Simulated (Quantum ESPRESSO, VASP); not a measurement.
Given: the input of a run of VASP 6.6.1 on Ge3P2. The cell comes from a database or a generator and needn't be the stable form of this composition.

INCAR

```
SYSTEM = Ge3P2
ALGO = Normal
EDIFF = 1E-7
ENCUT = 520
GGA = PE
ISIF = 2
ISMEAR = -1
LASPH = .True.
LCHARG = .False.
LREAL = .False.
LWAVE = .False.
NBANDS = 34
NELM = 100
PREC = Accurate
SIGMA = 0.05
```

KPOINTS

```
k-points
0
Gamma
  7 7 4
  0 0 0
```

POSCAR

```
Ge3P2
1.0
    4.3278838700      0.0000000000      0.0000000000
   -2.1639419400      3.7480573800      0.0000000000
    0.0000000000      0.0000000000      6.5758296700
Ge P
3 2
Direct
    0.3333333300      0.6666666700      0.5000000000
    0.6666666700      0.3333333300      0.5000000000
    0.0000000000      0.0000000000      0.5000000000
    0.0000000000      0.0000000000      0.1544672400
    0.0000000000      0.0000000000      0.8455327600
```

Potentials or basis: VASP PAW PBE potentials, release 64 (Ge_d, P).

Command:

```console
$ cat potpaw_PBE.64/Ge_d/POTCAR potpaw_PBE.64/P/POTCAR > POTCAR
$ mpirun -np 1 vasp_std > vasp.out
```

Task: Translate it to Quantum ESPRESSO 7.5. Potentials or basis there: SSSP 1.3 efficiency PBE, cutoff 748 eV.

Result: As run (cutoffs and basis follow the program's own potentials, and thresholds, step limits or extra output files can differ):

Contents of pw.in:

```
&CONTROL
  calculation = 'scf'
  prefix = 'pwscf'
  outdir = './tmp'
  pseudo_dir = './pseudo'
  tprnfor = .true.
  tstress = .true.
  disk_io = 'low'
/
&SYSTEM
  ibrav = 0
  nat = 5
  ntyp = 2
  ecutwfc = 55
  ecutrho = 440
  nbnd = 36
  occupations = 'smearing'
  smearing = 'fd'
  degauss = 0.00367493
/
&ELECTRONS
  conv_thr = 1d-09
  electron_maxstep = 120
  mixing_beta = 0.5
/
ATOMIC_SPECIES
Ge    72.6300 ge_pbe_v1.4.uspp.F.UPF
P     30.9738 P.pbe-n-rrkjus_psl.1.0.0.UPF
CELL_PARAMETERS angstrom
   4.3278838700    0.0000000000    0.0000000000
  -2.1639419400    3.7480573800    0.0000000000
   0.0000000000    0.0000000000    6.5758296700
ATOMIC_POSITIONS crystal
Ge     0.3333333300    0.6666666700    0.5000000000
Ge     0.6666666700    0.3333333300    0.5000000000
Ge     0.0000000000    0.0000000000    0.5000000000
P      0.0000000000    0.0000000000    0.1544672400
P      0.0000000000    0.0000000000    0.8455327600
K_POINTS automatic
7 7 4 0 0 0
```

File pp_density.in:

```
&INPUTPP
  prefix = 'pwscf'
  outdir = './tmp'
  filplot = 'density.dat'
  plot_num = 0
/
&PLOT
  nfile = 1
  filepp(1) = 'density.dat'
  iflag = 3
  output_format = 6
  fileout = 'density.cube'
/
```

The input pp_potential.in:

```
&INPUTPP
  prefix = 'pwscf'
  outdir = './tmp'
  filplot = 'potential.dat'
  plot_num = 11
/
&PLOT
  nfile = 1
  filepp(1) = 'potential.dat'
  iflag = 3
  output_format = 6
  fileout = 'potential.cube'
/
```

Potentials or basis: SSSP 1.3 efficiency PBE.

Command:

```bash
$ OMP_NUM_THREADS=1 pw.x -in pw.in > pw.out
$ OMP_NUM_THREADS=1 pp.x -in pp_density.in > pp_density.out
$ OMP_NUM_THREADS=1 pp.x -in pp_potential.in > pp_potential.out
```

Both were run:

|  | VASP | Quantum ESPRESSO |
| --- | --- | --- |
| Pressure | 19.4 GPa | 19.5 GPa |
| Largest force | 2.337 eV/Å | 2.268 eV/Å |

The cell lies far from this level's equilibrium.

Pressure is positive in compression.
